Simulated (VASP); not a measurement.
An input for Quantum ESPRESSO's pw.x (written as the equivalent of a VASP run, and not itself run):

```
&CONTROL
  calculation = 'scf'
  pseudo_dir = './pseudo'
  outdir = './out'
  tprnfor = .true.
  tstress = .true.
/
&SYSTEM
  ibrav = 0
  nat = 2
  ntyp = 2
  ecutwfc = 96
  occupations = 'tetrahedra'
  input_dft = 'pw91'
/
&ELECTRONS
  conv_thr = 7.3e-09
  electron_maxstep = 100
/
ATOMIC_SPECIES
  Ga 69.723 Ga.upf
  Co 58.933 Co.upf
CELL_PARAMETERS angstrom
     2.8838935   -0.0000000   -0.0000000
     0.0000000    2.8838935   -0.0000000
    -0.0000000   -0.0000000    2.8838935
ATOMIC_POSITIONS crystal
  Ga   0.5000000  0.5000000  0.5000000
  Co   0.0000000  0.0000000  0.0000000
K_POINTS automatic
  14 14 14 0 0 0
```

Question: Translate this input to VASP (INCAR, KPOINTS, POSCAR, choice of POTCAR).

Answer: Several could match; the one computed here: 
INCAR:
```
ALGO = Normal
EDIFF = 1E-7
ENCUT = 520
GGA = 91
ISIF = 2
ISMEAR = -5
LASPH = .TRUE.
LCHARG = .TRUE.
LMAXMIX = 4
LORBIT = 11
LREAL = .FALSE.
LWAVE = .FALSE.
NEDOS = 601
NELM = 100
PREC = Accurate
SYSTEM = CoGa
```

KPOINTS:
```
Automatic mesh
0
gamma
 14 14 14
0 0 0
```

### POSCAR
```
CoGa
1
    2.8838934720    -0.0000000000    -0.0000000000
    0.0000000000     2.8838934720    -0.0000000000
   -0.0000000000    -0.0000000000     2.8838934720
Ga Co
1 1
Direct
  0.5000000000   0.5000000000   0.5000000000
  0.0000000000   0.0000000000   0.0000000000
```

POTCAR, in this order: Ga_d Co (PBE.64 set). Program: vasp_std.

Limits of the translation: the potentials are each code's own (VASP's PAW set, PseudoDojo norm-conserving files in pw.x), so ENCUT and ecutwfc are chosen apart and not converted; conv_thr bounds pw.x's estimated SCF error, while EDIFF bounds the energy change between steps.

The compound is CoGa in the CsCl type structure. It was relaxed first.
